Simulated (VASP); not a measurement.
These are optB88-vdW, VASP's PBE PAW potentials (set 64) (plane waves; VASP) values and carry that method's errors.

VASP ran on this input.

File POSCAR:
```
BAs
1
    0.0000000000     2.3900000000     2.3900000000
    2.3900000000     0.0000000000     2.3900000000
    2.3900000000     2.3900000000     0.0000000000
B As
1 1
Direct
  0.0000000000   0.0000000000   0.0000000000
  0.2500000000   0.2500000000   0.2500000000
```

### INCAR
```
# general
SYSTEM    =  BAs
PREC      =  Accurate
ENCUT     =  520
LREAL     =  .False.
LASPH     =  .True.

# electronic loop
EDIFF     =  1E-6
NELM      =  100
ALGO      =  Normal
LMAXMIX   =  4

# smearing
ISMEAR    =  0
SIGMA     =  0.05

# functional
GGA       =  BO
LUSE_VDW  =  .True.
AGGAC     =  0.0
PARAM1    =  0.1833333333
PARAM2    =  0.22

# ions
IBRION    =  2
NSW       =  60
ISIF      =  3
EDIFFG    =  -0.01

# output
LWAVE     =  .False.
LCHARG    =  .False.
```

**KPOINTS**
```
Automatic mesh
0
Gamma
9 9 9
0 0 0
```

POTCAR, in this order: B As (PBE.64 set). Program: vasp_std.

Q: What will the output report for the number of irreducible k-points (NKPTS), largest plane-wave count, number of space-group operations, FFT grid (NGX, NGY, NGZ)?

A: 
- number of irreducible k-points (NKPTS): 35
- largest plane-wave count: 751
- number of space-group operations: 24
- FFT grid (NGX, NGY, NGZ): 28 × 28 × 28

The compound is BAs in the zinc blende structure. This run relaxes it. Symmetry was kept, so distortions that lower it aren't found.
